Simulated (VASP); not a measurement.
A VASP calculation is set up with these files.

POSCAR:
```
Ba
1
   -2.0318045608     2.0318045608     2.0318045608
    2.0318045608    -2.0318045608     2.0318045608
    2.0318045608     2.0318045608    -2.0318045608
Ba
1
Direct
  0.0000000000   0.0000000000   0.0000000000
```

### KPOINTS
```
Automatic mesh
0
Gamma
13 13 13
0 0 0
```

### INCAR
```
SYSTEM = Ba
NELM = 100   # most electronic steps
SIGMA = 0.1   # width (eV)
EDIFF = 1E-6
LMAXMIX = 4   # l cut-off of mixed one-centre charges
PSTRESS = 200   # kbar
ALGO = Normal
NSW = 40
PREC = Accurate
ISIF = 3   # ions, shape and volume
EDIFFG = -0.02
LCHARG = .FALSE.
ISMEAR = 1   # Methfessel-Paxton
IBRION = 2
ENCUT = 500   # plane-wave cut-off (eV)
LASPH = .TRUE.   # aspherical one-centre terms
LWAVE = .FALSE.
LREAL = .FALSE.   # projection in real space or not
```

POTCAR, in this order: Ba_sv (LDA.64 set). Program: vasp_std.

**Question.** Translate this LDA calculation to Ansatz.

**Answer.** One equivalent input (not run):
Ansatz 0.2 input:
```yaml
crystal:
  lattice:
    - [-2.0318046, 2.0318046, 2.0318046]
    - [2.0318046, -2.0318046, 2.0318046]
    - [2.0318046, 2.0318046, -2.0318046]
  atoms:
    - { symbol: Ba, position: [0.0000000, 0.0000000, 0.0000000] }
kpoints:
  mp_grid: { grid: [13, 13, 13] }
hamiltonian:
  xc: lda
  pseudopotentials: { kind: paw }
scf:
  occupations: { method: methfessel_paxton, width: 0.1 }
  max_iter: 100
relax:
  max_steps: 40
  f_tol: 0.02
  cell: { p_target: 20 }
output: { forces: true, stress: true, eigenvalues: true }
```
Limits of the translation: each code has its own PAW files, so the cut-off isn't converted (ENCUT is set for VASP's; basis.ecutwfc is left out, and Ansatz then takes the one that its files recommend); Ansatz stops its SCF on the density residual and VASP on the energy change (EDIFF); Ansatz's lda is the Perdew-Wang form, while the LDA potentials of VASP carry Perdew-Zunger's.

The compound is Ba in the bcc structure. This run relaxes it under an external pressure of 20 GPa. Symmetry was kept, so distortions that lower it aren't found.
